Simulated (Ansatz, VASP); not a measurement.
# LaS in two plane-wave programs

One calculation is typed for both programs; each brings its own data sets and cutoff. How far apart do they land?

Method: plane waves, with VASP 6.6.1 beside it; single point at LDA, in Ansatz 0.2.0.

## Step 1: The structure

Symmetry: Fm-3m, No. 225, cubic system. Conventional cell: a = 5.854 Å, b = 5.854 Å, c = 5.854 Å, α = 90.00°, β = 90.00°, γ = 90.00°. Nearest to La lie 6 S at 2.93 Å. S has 6 La at 2.93 Å nearest. Farther neighbours and most contacts between anions are not listed.

As a file:

```cif
data_structure
_symmetry_space_group_name_H-M 'Fm-3m'
_symmetry_Int_Tables_number 225
_cell_length_a 5.8540
_cell_length_b 5.8540
_cell_length_c 5.8540
_cell_angle_alpha 90.000
_cell_angle_beta 90.000
_cell_angle_gamma 90.000
_cell_volume 200.61
loop_
_atom_site_label
_atom_site_type_symbol
_atom_site_symmetry_multiplicity
_atom_site_Wyckoff_symbol
_atom_site_fract_x
_atom_site_fract_y
_atom_site_fract_z
_atom_site_occupancy
La1 La 4 a 0.00000 0.00000 0.00000 1
S1 S 4 b 0.50000 0.00000 0.00000 1
```

## Step 2: VASP: single point, LDA

A single point gives forces, pressure and levels at one fixed geometry, so differences don't come from the geometry; what else differs is listed under the comparison.

Lines of VASP's logs that name or quote its potential files are left out, and so is its time.

INCAR

```
SYSTEM = LaS
PREC = Accurate
ENCUT = 400
EDIFF = 1E-06
NELM = 100
ISMEAR = -5
SIGMA = 0.05
LREAL = .FALSE.
ALGO = Normal
GGA = CA
NBANDS = 14
LASPH = .TRUE.
LORBIT = 11
LWAVE = .FALSE.
LCHARG = .FALSE.
KPAR = 2
ISIF = 2
```

POSCAR

```
LaS
1.0
    0.0000000000      2.9270000000      2.9270000000
    2.9270000000      0.0000000000      2.9270000000
    2.9270000000      2.9270000000      0.0000000000
La S
1 1
Direct
    0.0000000000      0.0000000000      0.0000000000
    0.5000000000      0.5000000000      0.5000000000
```

KPOINTS

```
Automatic mesh
0
Gamma
6 6 6
0 0 0
```

PAW data sets: La and S (PBE family, release 64).

Started as:

```
mpirun -np 2 vasp_std
```

Numbers of over 12 decimals in the logs are rounded to 6 here.

What it wrote:

```text
[banner, memory and clock lines left out]
running    2 mpi-ranks, on    1 nodes
 distrk:  each k-point on    1 cores,    2 groups
 distr:  one band on    1 cores,    1 groups

 POSCAR found type information on POSCAR LaS
 POSCAR found :  2 types and       2 ions
|                                                                             |
|               ----> ADVICE to this user running VASP <----                  |
|                                                                             |
|     You enforced a specific xc type in the INCAR file but a different       |
|     [... a line on the potential file left out ...]
|     I HOPE YOU KNOW WHAT YOU ARE DOING!                                     |
|                                                                             |

 LDA part: xc-table for (Slater(with rela. corr.)+CA(PZ))
 , standard interpolation
 POSCAR, INCAR and KPOINTS ok, starting setup
 FFT: planning ... GRIDC
 FFT: planning ... GRID_SOFT
 FFT: planning ... GRID
 WAVECAR not read
 entering main loop
       N       E                     dE             d eps       ncg     rms          rms(c)
DAV:   1     0.129616651832E+03    0.12962E+03   -0.51582E+03   448   0.127E+03
DAV:   2     0.127993591283E+00   -0.12949E+03   -0.12336E+03   576   0.223E+02
DAV:   3    -0.141781906578E+02   -0.14306E+02   -0.13874E+02   656   0.103E+02
DAV:   4    -0.149985951266E+02   -0.82040E+00   -0.77154E+00   818   0.179E+01
DAV:   5    -0.150352552819E+02   -0.36660E-01   -0.36191E-01   662   0.342E+00    0.394E+00
DAV:   6    -0.148662523317E+02    0.16900E+00   -0.50617E-01   712   0.325E+00    0.272E+00
DAV:   7    -0.148474766869E+02    0.18776E-01   -0.91012E-02   804   0.200E+00    0.127E+00
DAV:   8    -0.148443418324E+02    0.31349E-02   -0.15733E-02   760   0.108E+00    0.201E-01
DAV:   9    -0.148437909018E+02    0.55093E-03   -0.42203E-03   770   0.545E-01    0.859E-02
DAV:  10    -0.148437521725E+02    0.38729E-04   -0.37763E-04   752   0.137E-01    0.231E-02
DAV:  11    -0.148437551699E+02   -0.29974E-05   -0.60173E-05   790   0.699E-02    0.178E-02
DAV:  12    -0.148437548768E+02    0.29306E-06   -0.42640E-06   686   0.201E-02
   1 F= -.14843755E+02 E0= -.14843755E+02  d E =0.000000E+00
|                                                                             |
|           W    W    AA    RRRRR   N    N  II  N    N   GGGG   !!!           |
|           W    W   A  A   R    R  NN   N  II  NN   N  G    G  !!!           |
|           W    W  A    A  R    R  N N  N  II  N N  N  G       !!!           |
|           W WW W  AAAAAA  RRRRR   N  N N  II  N  N N  G  GGG   !            |
|           WW  WW  A    A  R   R   N   NN  II  N   NN  G    G                |
|           W    W  A    A  R    R  N    N  II  N    N   GGGG   !!!           |
|                                                                             |
|     Tetrahedron method does not include variations of the Fermi             |
|     occupations, so forces and stress will be inaccurate. We suggest        |
|     using a different smearing scheme ISMEAR = 1 or 2 for metals in         |
|     relaxations.                                                            |
|                                                                             |
```

OUTCAR, selected parts (step 2):

```text
ion  position               nearest neighbor table
   1  0.000  0.000  0.000-   2 2.93   2 2.93   2 2.93   2 2.93   2 2.93   2 2.93
   2  0.500  0.500  0.500-   1 2.93   1 2.93   1 2.93   1 2.93   1 2.93   1 2.93

  LATTYP: Found a face centered cubic cell.
 ALAT       =     5.8540000000

 Subroutine GETGRP returns: Found 48 space group operations
 (whereof 48 operations were pure point group operations)

The static configuration has the point symmetry O_h .

 Found     16 irreducible k-points:

   k-points           NKPTS =     16   k-points in BZ     NKDIM =     16   number of bands    NBANDS=     14

   dimension x,y,z NGX =    28 NGY =   28 NGZ =   28
   dimension x,y,z NGXF=    56 NGYF=   56 NGZF=   56

   ENCUT  =  400.0 eV  29.40 Ry    5.42 a.u.   6.75  6.75  6.75*2*pi/ulx,y,z

   NELECT =      17.0000    total number of electrons

 k-points in reciprocal lattice and weights: Automatic mesh
   0.00000000  0.00000000  0.00000000       0.005
   0.16666667  0.00000000  0.00000000       0.037
   0.33333333  0.00000000  0.00000000       0.037
   0.50000000  0.00000000  0.00000000       0.019
   0.16666667  0.16666667  0.00000000       0.028
   0.33333333  0.16666667  0.00000000       0.111
   0.50000000  0.16666667  0.00000000       0.111
  -0.33333333  0.16666667  0.00000000       0.111
  -0.16666667  0.16666667  0.00000000       0.056
[...]
-0.33333333  0.33333333  0.16666667       0.111
  -0.33333333  0.50000000  0.16666667       0.056

 average (electrostatic) potential at core
       1 -95.4572       2 -83.5677

 E-fermi :   8.6487

 k-point     1 :       0.0000    0.0000    0.0000
  band No.  band energies     occupation
    ...
      4      -7.8131      2.00000
      5      -5.1470      2.00000
      6       5.4360      2.00000
      7       5.4360      2.00000
      8       5.4360      2.00000
      9       8.8111      0.41893
     10       8.8111      0.00000
     11       8.8111      0.00000
     12       9.8062      0.00000
     13       9.8065      0.00000
    ...

 k-point     2 :       0.1667    0.0000    0.0000
  band No.  band energies     occupation
    ...
      5      -4.6734      2.00000
      6       4.6083      2.00000
      7       4.9350      2.00000
      8       4.9350      2.00000
      9       8.7594      0.77969
     10       9.1885      0.00000
     11       9.1885      0.00000
     12      10.2505      0.00000
     13      10.2505      0.00000
     14      10.3238      0.00000

 k-point     3 :       0.3333    0.0000    0.0000
  band No.  band energies     occupation
    ...
      4      -7.8579      2.00000
      5      -3.9252      2.00000
      6       3.4071      2.00000
      7       4.2187      2.00000
      8       4.2187      2.00000
      9       9.2018     -0.12393
     10       9.9048      0.00000
     11       9.9048      0.00000
     12      10.4663      0.00000
     13      10.4663      0.00000
    ...

  Total       -1.1756502     -1.1756502     -1.1756502      0.0000000     -0.0000000      0.0000000
  in kB      -37.5569691    -37.5569691    -37.5569691      0.0000000     -0.0000000      0.0000000
  external PRESSURE =     -37.5569691 kB  Pullay stress =       0.0000000 kB

  energy-cutoff  :      400.00
  volume of cell :       50.15
      direct lattice vectors                 reciprocal lattice vectors
     0.000000000  2.927000000  2.927000000    -0.170823369  0.170823369  0.170823369
     2.927000000  0.000000000  2.927000000     0.170823369 -0.170823369  0.170823369
     2.927000000  2.927000000  0.000000000     0.170823369  0.170823369 -0.170823369

 POSITION                                       TOTAL-FORCE (eV/Angst)
 -----------------------------------------------------------------------------------
      0.00000      0.00000      0.00000        -0.000000      0.000000     -0.000000
      2.92700      2.92700      2.92700         0.000000     -0.000000      0.000000
 -----------------------------------------------------------------------------------
    total drift:                                0.000000      0.000000      0.000000

  FREE ENERGIE OF THE ION-ELECTRON SYSTEM (eV)
  ---------------------------------------------------
  free  energy   TOTEN  =       -14.8437548768 eV

  energy  without entropy=      -14.8437548768  energy(sigma->0) =      -14.84375488

 total charge
# of ion       s       p       d       f       tot
--------------------------------------------------
    1        2.031   5.619   0.744   0.183   8.577
    2        1.314   2.403   0.000   0.000   3.717
--------------------------------------------------
tot          3.344   8.022   0.744   0.183  12.294

[... 3 further parts left out ...]
```

With tetrahedra the forces and stress of a metal are not exact derivatives of the energy.

## Step 3: Ansatz: single point, LDA

Ansatz runs on its default PAW (the set named soft_2) files.

The same cell, functional (in two slightly different forms), mesh and smearing now go to Ansatz, which takes its cutoff from its data sets.

input.yaml

```yaml
crystal:
  lattice:
    - [0.0, 2.927, 2.927]
    - [2.927, 0.0, 2.927]
    - [2.927, 2.927, 0.0]
  atoms:
    - { symbol: La, position: [0.0, 0.0, 0.0] }
    - { symbol: S, position: [0.5, 0.5, 0.5] }
hamiltonian:
  xc: lda
  pseudopotentials: { kind: paw }
kpoints:
  mp_grid: { grid: [6, 6, 6] }
scf:
  occupations: { method: tetrahedron }
output:
  forces: true
  stress: true
```

Started as:

```
ansatz run input.yaml --threads 2 --pin off --max-ram 4608MiB --backend cpu --events-out ev --progress --plain --runs-dir out
```

What it wrote:

```text
Warning: output.forces, output.stress, relax.cell or npt_langevin: where a Kohn–Sham band that disperses or a degenerate level is filled in part under the method tetrahedron, the forces or the stress that this run publishes need not agree with its energy (scf.occupations.method in the input reference, under Limitations); prefer a smearing scheme for the forces or the stress
Engine: ansatz 0.2.0, aarch64-unknown-linux-gnu
Pseudopotentials: kind: paw
Pseudopotential: La, paw, valence charge 11, recommended cutoff 420 eV (normal), La.paw.azcp
Pseudopotential: S, paw, valence charge 6, recommended cutoff 420 eV (normal), S.paw.azcp
Functional definition: SPW92
  exchange = slater_x
  correlation = pw_c
Crystal: 2 atoms, lattice volume = 50.153 Å³
Basis set: ecut = 420 eV, 941 PW (Γ)
Bands: 13, of which v1, the nominal top of the filled ones, is band 9 counted from 1 (8 counted from 0)
Symmetry: 48 space group operations
Space group: Fm-3m (ITA 225), of the structure as read, at distance tolerance 3.7e-5 Å
k-points: 16 of 216
Non-local potential: La, projectors of the file, l = 0: 3, l = 1: 2, l = 2: 2, l = 3: 3
Non-local potential: S, projectors of the file, l = 0: 2, l = 1: 2, l = 2: 2
PAW form: soft (Blöchl's): semilocal exchange-correlation on the pseudo side does not see the compensation charge
PAW frozen core: La, regenerated for the run's functional, and the local potential with it (the file was generated under x = pbe(κ = 0.804, μ = 0.219515), c = pbe(β = 0.066725))
PAW frozen core: S, regenerated for the run's functional, and the local potential with it (the file was generated under x = pbe(κ = 0.804, μ = 0.219515), c = pbe(β = 0.066725))
PAW one-centre angular grid: La, 590 points (default); XC on 64 Gauss nodes
PAW one-centre angular grid: S, 110 points (default); XC on 64 Gauss nodes
Initial density: superposition of atomic densities (neutral atoms: chi_scale 0, normalization atom), corrected by the library's trained network
Initial wavefunctions: pseudopotential atomic-orbital guess
Functional: x = slater, c = lda
SCF iter   1: F=—  HF=-6950.222270 eV  |F-HF|=—  |Δ(HF+E_count)|=         —  Δρ=4.92e-3  dr2=1.14e-2  ethr=1.77e-3  ⟨swp⟩=4.7  Hψ=1053  notcnv=0
preconditioner: auto → Kerker (q_TF=auto, 2.278 Å⁻¹)  [metal: no gap  n_scr=14 (ndim 8)  ℏωp=20.3 eV  f_vac=0.000]
SCF iter   2: F=—  HF=-6950.218911 eV  |F-HF|=—  |Δ(HF+E_count)|=   3.36e-3  Δρ=2.45e-3  dr2=2.38e-3  ethr=6.72e-5  ⟨swp⟩=2.5  Hψ=552  notcnv=0  defer=1
SCF iter   3: F=—  HF=-6950.218360 eV  |F-HF|=—  |Δ(HF+E_count)|=   5.51e-4  Δρ=6.06e-4  dr2=1.69e-4  ethr=1.40e-5  ⟨swp⟩=2.8  Hψ=351  notcnv=0  defer=1
SCF iter   4: F=—  HF=-6950.218313 eV  |F-HF|=—  |Δ(HF+E_count)|=   4.68e-5  Δρ=8.80e-5  dr2=3.61e-6  ethr=9.94e-7  ⟨swp⟩=2.3  Hψ=331  notcnv=0  defer=1
SCF iter   5: F=—  HF=-6950.218313 eV  |F-HF|=—  |Δ(HF+E_count)|=   2.27e-8  Δρ=2.32e-5  dr2=3.29e-7  ethr=2.12e-8  ⟨swp⟩=2.1  Hψ=416  notcnv=0  defer=1
SCF iter   6: F=-6950.218313 eV  HF=-6950.218313 eV  |F-HF|=2.27e-10  |Δ(HF+E_count)|=   2.06e-7  Δρ=4.62e-6  dr2=1.38e-8  ethr=5.88e-10  ⟨swp⟩=4.2  Hψ=706  notcnv=0
SCF 1 converged in 6 iterations: F = -6950.218313 eV  dr2 = 1.38e-8
  greatest PAW one-centre occupation: 0.972 electrons in one spin orbital (limit 2), on the La atom at site 0 (counted from 0), in its partial waves of l = 0
SCF converged after 6 iterations
Stability not checked: this state was not tested for a lower state beside it, because cold or Methfessel-Paxton smearing, or corrected tetrahedra, fill the levels in a way that the test cannot read (fill_not_monotonic; see scf.lower_state_search)
Free energy (F): -6950.218313 eV
Harris-Foulkes:  -6950.218313 eV  (|F-HF|=2.27e-10)
Internal energy: -6950.218205 eV  (E = F + TS)
E sigma→0 (E₀):  -6950.218313 eV
Entropy (-TS):   -0.000107 eV (-0.054 meV/atom)
Fermi energy:    11.444782 eV
--- Per-component energies (eV) ---
  E_band       = -24.836277
  E_kinetic    = 301.032286
  E_local      = -394.076316  (includes V_loc(G=0)·N_el)
  E_nonlocal   = 129.584669
  E_hartree    = 124.546830
  E_xc         = -235.877791
  E_vxc        = -236.826958  (∫ρ·V_xc dr)
  E_paw        = -5813.680170  (= ΣΔE_a)
  E_vpaw       = -73.645091  (= ΣTr[D̂ρ^β])
  E_aug_tail   = 0.000001  (compensation charges beyond the density's cutoff)
  E_ewald      = -1062.223630
  E_core_change = 0.475914  (= ΣΔE_core)
  E_smearing   = -0.000107  (= −TS)
  E_closure    = -0.000000  (closes the sum)
  Σ components = -6950.218313   (vs F -6950.218313, Δ=0.00e0)
--- Forces (eV/Å), atoms counted from 1 ---
  atom   1  La    -0.00000000     0.00000000    -0.00000000
  atom   2  S      0.00000000     0.00000000     0.00000000
  max |Σ_I F_I| component: 2.27e-30 eV/Å
--- Stress (GPa, compression-positive) ---
       -3.905282      -0.000000      -0.000000
       -0.000000      -3.905282       0.000000
        0.000000      -0.000000      -3.905282
  P = ⅓ Tr σ = -3.9053 GPa (-39.053 kbar)
--- Band table (eV; the first three rows and the last of 16) ---
  k-point 0: bands = [... 5 lower, 8.2443, 8.2443, 8.2443, 11.6261, 11.6261, 11.6261, 12.6112, 12.6112]
  k-point 1: bands = [... 5 lower, 7.4160, 7.7472, 7.7472, 11.5600, 11.9932, 11.9932, 12.9956, 12.9956]
  k-point 2: bands = [... 5 lower, 6.2143, 7.0346, 7.0346, 11.9795, 12.6527, 12.6527, 13.1682, 13.1682]
  k-point 15: bands = [... 5 lower, 7.0867, 7.7685, 7.8398, 10.8560, 12.6493, 13.0702, 13.1315, 13.1559]
```

It took 1.1 s on 2 threads of Arm Neoverse V1, shared host; peak memory 0.29 GiB.

The run ends at a pressure of -3.91 GPa.

## Step 4: Side by side

Known differences besides the potentials themselves: the two LDA forms differ slightly; the cutoff is 420 eV in Ansatz and 400 eV in VASP; Ansatz makes its cores anew for this functional, VASP keeps those of its PBE data sets; VASP's log shows a relativistic correction to its local exchange, Ansatz's none. Total energies have different zeros and are not compared.

Both answers:

| quantity | Ansatz | VASP | difference |
| --- | --- | --- | --- |
| pressure (GPa) | -3.91 | -3.76 | -0.15 |

## Step 5: Outcome

```yaml
difference_in_pressure_single_point_lda: -0.15 GPa
```

In words: The difference in pressure is -0.15 GPa (single point, LDA), within the 1 GPa picked in this series as the mark of a large difference. Such differences can come from data sets, numerical settings and the points named under the comparisons, not from the functional's error against experiment.

[Lines on the potential files, build, host, timing and source positions are cut from VASP's logs without a mark.]

[Logs are printed without paths, hosts, clocks, repeated set-up lines and the standing remarks that a program may print on its own settings, such as how far it seeks lower states.]

[Hosts, paths, dates, database ids (printed as entryN), source tags and the programs' standing remarks are cut or masked in the printed files.]
